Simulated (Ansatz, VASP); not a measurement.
## H6C4O3 (liquid propylene carbonate at 300 K) in two plane-wave programs

Aim: how closely do two programs agree when they are given the same cell, functional and k mesh? The cell is taken from a series of runs on this material, whose earlier steps may have relaxed, scaled, displaced or heated it; both programs get it as it stands.

Method: plane waves, with VASP 6.6.1 beside it; single point at PBE with D3(BJ), in Ansatz 0.2.0.

## 1. The structure

The cell holds 182 atoms: 56 C, 42 O and 84 H. Cell: a = 12.549 Å, b = 12.549 Å, c = 12.549 Å, α = 90.0°, β = 90.0°, γ = 90.0°. As first built, before any earlier steps moved the atoms (in the runner's words): 14 propylene carbonate placed at random, at 1.2 g/cm^3; overlaps pushed apart, then 10 ps at 400 K with MMFF94 bonds, angles, torsions, charges and radii (Halgren, J. Comput. Chem. 17, 490 (1996)) in harmonic and 12-6 forms. Snapshot after 20 ps at 300 K and fixed volume. The density is a measured one.

## 2. VASP: single point, PBE with D3(BJ)

A single point gives forces, pressure and levels at one fixed geometry, so differences don't come from the geometry; what else differs is listed under the comparison.

Lines of VASP's logs that name or quote its potential files are left out, and so is its time.

The input, INCAR:

```
SYSTEM = H6C4O3
PREC = Accurate
ENCUT = 600
EDIFF = 1E-06
NELM = 120
ISMEAR = 0
SIGMA = 0.01
LREAL = Auto
ALGO = Normal
GGA = PE
IVDW = 12
NBANDS = 407
LORBIT = 11
LWAVE = .FALSE.
LCHARG = .FALSE.
ISIF = 2
LASPH = .TRUE.
GGA_COMPAT = .FALSE.
EFERMI = MIDGAP
```

The input, POSCAR:

```
H6C4O3
1.0
   12.5488600000      0.0000000000      0.0000000000
    0.0000000000     12.5488600000      0.0000000000
    0.0000000000      0.0000000000     12.5488600000
C O H
56 42 84
Direct
    0.4635600000      0.5262400000      0.6288500000
    0.5424600000      0.6244900000      0.6312100000
    0.4819600000      0.7193800000      0.6571600000
    0.5090000000      0.7223700000      0.4833900000
    0.7321600000      0.1902800000      0.8314000000
    0.6460400000      0.1564600000      0.9090900000
    0.5794500000      0.2469200000      0.9546900000
    0.7123600000      0.1924200000      0.0691500000
    0.2631800000      0.6939300000      0.8834000000
    0.3294500000      0.5949400000      0.9004300000
    0.3545200000      0.5718200000      0.0158600000
    0.5034400000      0.5451200000      0.9176600000
    0.6760000000      0.1531400000      0.4440900000
    0.6962100000      0.0391800000      0.4715600000
    0.5984800000      0.9888400000      0.5157500000
    0.7351900000      0.9329900000      0.6136700000
    0.0395800000      0.1517300000      0.9562200000
    0.0508800000      0.0422700000      0.9055100000
    0.9639800000      0.9722400000      0.9426300000
    0.1132000000      0.9539800000      0.0375800000
    0.7816600000      0.4211200000      0.5968500000
    0.8969500000      0.4073900000      0.6165800000
    0.9597000000      0.3726600000      0.5211800000
    0.9339500000      0.2367100000      0.6364000000
    0.9497100000      0.7027300000      0.1923800000
    0.0567600000      0.6816400000      0.2511600000
    0.1365700000      0.6457500000      0.1734000000
    0.1382200000      0.5437000000      0.3150000000
    0.7913200000      0.4490200000      0.2831500000
    0.6779800000      0.4687300000      0.2529700000
[... 146 atom lines left out ...]
    0.9768000000      0.2555700000      0.1931000000
    0.9370500000      0.2736800000      0.3212200000
    0.0655400000      0.2845400000      0.2965400000
    0.0833900000      0.0924600000      0.2509600000
    0.8445400000      0.0879600000      0.2852900000
    0.9048200000      0.0421400000      0.1663900000
```

The input, KPOINTS:

```
Automatic mesh
0
Gamma
1 1 1
0 0 0
```

PAW data sets: C, O and H (PBE family, release 64).

On the command line:

```
export OMP_NUM_THREADS=3
mpirun -np 1 vasp_gam
```

Numbers of over 12 decimals in the logs are rounded to 6 here.

The log of the run:

```text
[banner, memory and clock lines left out]
running    1 mpi-ranks, on    1 nodes
[...]
Offloading initialized ...    1 GPUs detected
[...]
LDA part: xc-table for (Slater+PW92), standard interpolation
 POSCAR, INCAR and KPOINTS ok, starting setup
[...]
entering main loop
       N       E                     dE             d eps       ncg     rms          rms(c)
DAV:   1     0.473485687523E+04    0.47349E+04   -0.32904E+05   838   0.145E+03
DAV:   2    -0.661341598699E+03   -0.53962E+04   -0.51289E+04  1021   0.328E+02
DAV:   3    -0.117089873023E+04   -0.50956E+03   -0.50489E+03  1004   0.104E+02
DAV:   4    -0.118254120134E+04   -0.11642E+02   -0.11583E+02  1012   0.170E+01
[...]
DAV:  19    -0.109278870109E+04    0.39341E-05   -0.19968E-06   724   0.530E-03    0.195E-03
DAV:  20    -0.109278869983E+04    0.12616E-05   -0.16282E-06   708   0.326E-03    0.127E-03
DAV:  21    -0.109278869955E+04    0.27905E-06   -0.58938E-07   684   0.181E-03
   1 F= -.11018643E+04 E0= -.11018643E+04  d E =0.000000E+00
```

OUTCAR, selected parts (step 2):

```text
  FREE ENERGIE OF THE ION-ELECTRON SYSTEM (eV)
  ---------------------------------------------------
  free  energy   TOTEN  =     -1101.8642688576 eV

  energy  without entropy=    -1101.8642688576  energy(sigma->0) =    -1101.86426886
```

The run ends at a pressure of 2.96 GPa, with forces up to 5.3 eV/Å.

## 3. Ansatz: single point, PBE with D3(BJ)

Ansatz runs on its default PAW (the set named soft_2) files.

The same cell, functional and mesh now go to Ansatz, which takes its cutoff from its data sets.

The input, input.yaml:

```yaml
crystal:
  lattice:
    - [12.54886, 0.0, 0.0]
    - [0.0, 12.54886, 0.0]
    - [0.0, 0.0, 12.54886]
  atoms:
    - { symbol: C, position: [0.46356, 0.52624, 0.62885] }
    - { symbol: C, position: [0.54246, 0.62449, 0.63121] }
    - { symbol: C, position: [0.48196, 0.71938, 0.65716] }
    - { symbol: O, position: [0.44224, 0.7551, 0.56037] }
    - { symbol: C, position: [0.509, 0.72237, 0.48339] }
    - { symbol: O, position: [0.5108, 0.75285, 0.39278] }
    - { symbol: O, position: [0.57626, 0.64874, 0.52929] }
    - { symbol: H, position: [0.49466, 0.46147, 0.57904] }
    - { symbol: H, position: [0.45408, 0.49663, 0.7097] }
    - { symbol: H, position: [0.38427, 0.55715, 0.594] }
    - { symbol: H, position: [0.60761, 0.61272, 0.68771] }
    - { symbol: H, position: [0.41262, 0.70815, 0.71376] }
    - { symbol: H, position: [0.53038, 0.78224, 0.68175] }
    - { symbol: C, position: [0.73216, 0.19028, 0.8314] }
    - { symbol: C, position: [0.64604, 0.15646, 0.90909] }
    - { symbol: C, position: [0.57945, 0.24692, 0.95469] }
    - { symbol: O, position: [0.64341, 0.27744, 0.0414] }
    - { symbol: C, position: [0.71236, 0.19242, 0.06915] }
    - { symbol: O, position: [0.77843, 0.19605, 0.14136] }
    - { symbol: O, position: [0.69423, 0.11152, 0.0002] }
    - { symbol: H, position: [0.78902, 0.22473, 0.88104] }
    - { symbol: H, position: [0.77316, 0.12514, 0.79124] }
    - { symbol: H, position: [0.70275, 0.24941, 0.77649] }
    - { symbol: H, position: [0.6036, 0.09386, 0.86734] }
    - { symbol: H, position: [0.57008, 0.3172, 0.90477] }
    - { symbol: H, position: [0.50126, 0.2267, 0.99085] }
    - { symbol: C, position: [0.26318, 0.69393, 0.8834] }
    - { symbol: C, position: [0.32945, 0.59494, 0.90043] }
    - { symbol: C, position: [0.35452, 0.57182, 0.01586] }
    - { symbol: O, position: [0.4531, 0.51466, 0.01075] }
[... 146 atom lines left out ...]
    - { symbol: H, position: [0.9768, 0.25557, 0.1931] }
    - { symbol: H, position: [0.93705, 0.27368, 0.32122] }
    - { symbol: H, position: [0.06554, 0.28454, 0.29654] }
    - { symbol: H, position: [0.08339, 0.09246, 0.25096] }
    - { symbol: H, position: [0.84454, 0.08796, 0.28529] }
    - { symbol: H, position: [0.90482, 0.04214, 0.16639] }
kpoints:
  mp_grid: { grid: [1, 1, 1] }
hamiltonian:
  xc: pbe
  dispersion: d3bj
scf:
  occupations: { method: fixed }
output:
  forces: true
  stress: true
  populations: true
  dos:
    method: { smearing: { sigma: 0.1 } }
    de: 0.1
    projected: { site_lists: { C: [C], H: [H], O: [O] } }
  eigenvalues: true
  write_density: true
  write_potential: true
  volumetric_format: npy
```

On the command line:

```
ansatz run input.yaml --threads 8 --pin off --max-ram 15872MiB --backend cpu --events-out ev --progress --plain --runs-dir out
```

The log of the run:

```text
Engine: ansatz 0.2.0, x86_64-unknown-linux-gnu
Pseudopotentials: kind: paw
Pseudopotential: C, paw, valence charge 4, recommended cutoff 420 eV (normal), C.paw.azcp
Pseudopotential: O, paw, valence charge 6, recommended cutoff 420 eV (normal), O.paw.azcp
Pseudopotential: H, paw, valence charge 1, recommended cutoff 420 eV (normal), H.paw.azcp
Functional definition: PBE
  parameter kappa = 0.804
  parameter beta = 0.066725
  exchange = pbe_x(kappa = kappa, mu = beta*pi^2/3)
  correlation = pbe_c(beta = beta)
Crystal: 182 atoms, lattice volume = 1976.118 Å³
Basis set: ecut = 420 eV, 38497 PW (Γ), exchange–correlation on 180×180×180 points (8 copies of the dense FFT grid, shifted against one another)
Bands: 462, of which v1, the nominal top of the filled ones, is band 280 counted from 1 (279 counted from 0)
Symmetry: 1 space group operations
Space group: P1 (ITA 1), of the structure as read, at distance tolerance 1.3e-4 Å
k-points: 1
Non-local potential: C, projectors of the file, l = 0: 2, l = 1: 2, l = 2: 1
Non-local potential: O, projectors of the file, l = 0: 2, l = 1: 2, l = 2: 1
Non-local potential: H, projectors of the file, l = 0: 2, l = 1: 1
PAW form: soft (Blöchl's): semilocal exchange-correlation on the pseudo side does not see the compensation charge
PAW one-centre angular grid: C, 110 points (default); XC on 64 Gauss nodes
PAW one-centre angular grid: O, 110 points (default); XC on 64 Gauss nodes
PAW one-centre angular grid: H, 110 points (default); XC on 64 Gauss nodes
Initial density: superposition of atomic densities (neutral atoms: chi_scale 0, normalization atom), corrected by the library's trained network
Initial wavefunctions: pseudopotential atomic-orbital guess
Functional: x = pbe(κ = 0.804, μ = 0.219515), c = pbe(β = 0.066725)
SCF iter   1: F=—  HF=-39207.978545 eV  |F-HF|=—  |Δ(HF+E_count)|=         —  Δρ=5.70e-3  dr2=6.70e-1  ethr=1.77e-3  ⟨swp⟩=5.0  Hψ=1599  notcnv=0  defer=179
preconditioner: auto → Resta (q_TF=auto, 2.211 Å⁻¹)  ε∞=2.4  [insulator: Δε(μ)=5.333 eV  Ē_g=16.879 eV  n_scr=364 (ndim 8)  ℏωp=19.7 eV  f_vac=0.270  ε∞_Penn≈2.4]
SCF iter   2: F=—  HF=-39207.866874 eV  |F-HF|=—  |Δ(HF+E_count)|=   1.12e-1  Δρ=3.11e-3  dr2=1.40e-1  ethr=1.20e-4  ⟨swp⟩=2.0  Hψ=783  notcnv=0  defer=178
SCF iter   3: F=—  HF=-39207.861798 eV  |F-HF|=—  |Δ(HF+E_count)|=   5.08e-3  Δρ=1.44e-3  dr2=4.58e-2  ethr=2.50e-5  ⟨swp⟩=3.0  Hψ=547  notcnv=0  defer=180
SCF iter   4: F=—  HF=-39207.858296 eV  |F-HF|=—  |Δ(HF+E_count)|=   3.50e-3  Δρ=4.61e-4  dr2=5.22e-3  ethr=8.17e-6  ⟨swp⟩=3.0  Hψ=548  notcnv=0  defer=180
SCF iter   5: F=—  HF=-39207.857569 eV  |F-HF|=—  |Δ(HF+E_count)|=   7.27e-4  Δρ=2.15e-4  dr2=9.93e-4  ethr=9.32e-7  ⟨swp⟩=2.0  Hψ=570  notcnv=0  defer=180
SCF iter   6: F=—  HF=-39207.857402 eV  |F-HF|=—  |Δ(HF+E_count)|=   1.67e-4  Δρ=1.21e-4  dr2=2.70e-4  ethr=1.77e-7  ⟨swp⟩=2.0  Hψ=811  notcnv=0  defer=179
SCF iter   7: F=—  HF=-39207.857329 eV  |F-HF|=—  |Δ(HF+E_count)|=   7.23e-5  Δρ=3.60e-5  dr2=2.26e-5  ethr=4.82e-8  ⟨swp⟩=2.0  Hψ=567  notcnv=0  defer=178
SCF iter   8: F=—  HF=-39207.861091 eV  |F-HF|=—  |Δ(HF+E_count)|=   3.76e-3  Δρ=1.79e-5  dr2=5.65e-6  ethr=4.03e-9  ⟨swp⟩=2.0  Hψ=557  notcnv=0  defer=174
SCF iter   9: F=—  HF=-39207.861089 eV  |F-HF|=—  |Δ(HF+E_count)|=   1.04e-6  Δρ=5.01e-6  dr2=4.71e-7  ethr=1.01e-9  ⟨swp⟩=2.0  Hψ=557  notcnv=0  defer=174
SCF iter  10: F=—  HF=-39207.861090 eV  |F-HF|=—  |Δ(HF+E_count)|=   1.15e-8  Δρ=2.82e-6  dr2=1.41e-7  ethr=1.79e-11  ⟨swp⟩=21.0  Hψ=4422  notcnv=0
SCF iter  11: F=-39207.861089 eV  HF=-39207.861089 eV  |F-HF|=9.71e-9  |Δ(HF+E_count)|=   2.03e-8  Δρ=1.05e-6  dr2=2.12e-8  ethr=1.79e-11  ⟨swp⟩=8.0  Hψ=2312  notcnv=0
SCF 1 converged in 11 iterations: F = -39207.861089 eV  dr2 = 2.12e-8
  greatest PAW one-centre occupation: 0.880 electrons in one spin orbital (limit 2), on the O atom at site 96 (counted from 0), in its partial waves of l = 0
[...]
P = ⅓ Tr σ = 2.6211 GPa (26.211 kbar)
--- Band table (eV) ---
  k-point 0: bands = [... 276 lower, -1.2445, -1.2349, -1.2212, -1.2154, 4.0303, 4.1460, 4.1945, 4.3478, ... 178 higher]
--- Löwdin populations: 182 sites ---
  site symbol       q [e]
     0      C      4.4688
     1      C      3.8969
     2      C      4.0645
     3      O      6.2664
     4      C      3.2842
     5      O      6.4051
     6      O      6.2888
     7      H      0.7953
     8      H      0.8086
     9      H      0.8174
    10      H      0.7935
    11      H      0.8091
    12      H      0.7816
    13      C      4.4848
    14      C      3.9044
    15      C      4.0649
    16      O      6.3004
    17      C      3.3179
    18      O      6.4026
    19      O      6.2718
    20      H      0.8086
    21      H      0.7878
    22      H      0.7865
    23      H      0.7718
[...]
174      O      6.4232
   175      O      6.2298
   176      H      0.7808
   177      H      0.8093
   178      H      0.7982
   179      H      0.8010
   180      H      0.8258
   181      H      0.7891
  spilling = 0.013153 (of n_electrons = 560.000000)
```

## 4. Side by side

Known differences besides the potentials themselves: fixed occupations in Ansatz, narrow Gaussian smearing in VASP; the cutoff is 420 eV in Ansatz and 600 eV in VASP (PREC = Accurate, projectors in real space). Total energies have different zeros and are not compared.

The two programs side by side:

```
              quantity  Ansatz   VASP  difference
        pressure (GPa)    2.62   2.96       -0.33
gap on the k mesh (eV)   5.246  5.221      +0.024
```

Forces on 10 of the 182 atoms, those with the largest forces and the largest differences (eV/Å; atoms numbered as in POSCAR):

| atom | Ansatz x, y, z | VASP x, y, z |
| --- | --- | --- |
| C3 | -2.594, 0.645, 2.453 | -2.576, 0.640, 2.635 |
| C28 | 2.703, -3.217, 3.156 | 2.725, -3.231, 3.130 |
| C30 | 3.007, -2.269, -1.382 | 3.133, -2.309, -1.503 |
| C46 | -3.264, 1.458, -1.602 | -3.426, 1.485, -1.593 |
| C48 | 2.797, 0.416, -4.038 | 2.684, 0.324, -3.984 |
| C50 | 1.932, 3.341, 0.196 | 1.905, 3.472, 0.124 |
| O58 | 0.202, -0.060, -0.372 | 0.213, 0.101, -0.855 |
| O76 | -1.440, 2.201, -2.745 | -1.336, 1.986, -2.528 |
| O79 | 0.526, 0.165, 0.358 | 0.043, 0.123, 0.517 |
| O85 | 0.073, 1.227, -0.635 | 0.009, 1.473, -1.087 |

The forces differ by 94 meV/Å r.m.s., which is 8.9 % of the r.m.s. force of 1.048 eV/Å (both taken over all components). A gap on the mesh is an upper bound, since the band edges may lie between its points.

## 5. Results

| Property | Result |
| --- | --- |
| r.m.s. force difference (single point, PBE with D3(BJ)) | 8.9 % of the r.m.s. force |

**Reading.** The r.m.s. force difference is 8.9 % of the r.m.s. force (single point, PBE with D3(BJ)), beyond the 3 % picked in this series as the mark of a large difference. What causes the difference of the single point, PBE with D3(BJ) pair stays open here. Such differences can come from data sets, numerical settings and the points named under the comparisons, not from the functional's error against experiment.

[Lines on the potential files, build, host, timing and source positions are cut from VASP's logs without a mark.]

[Logs are printed without paths, hosts, clocks, repeated set-up lines and the standing remarks that a program may print on its own settings, such as how far it seeks lower states.]

[Hosts, paths, dates, database ids (printed as entryN), source tags and the programs' standing remarks are cut or masked in the printed files.]

[The MMFF94 radii named for the starting cell were scaled by 0.96; in molecules described by MMFF94, hydrogen bound to N, O or S took a small fixed 12-6 site in their place.]
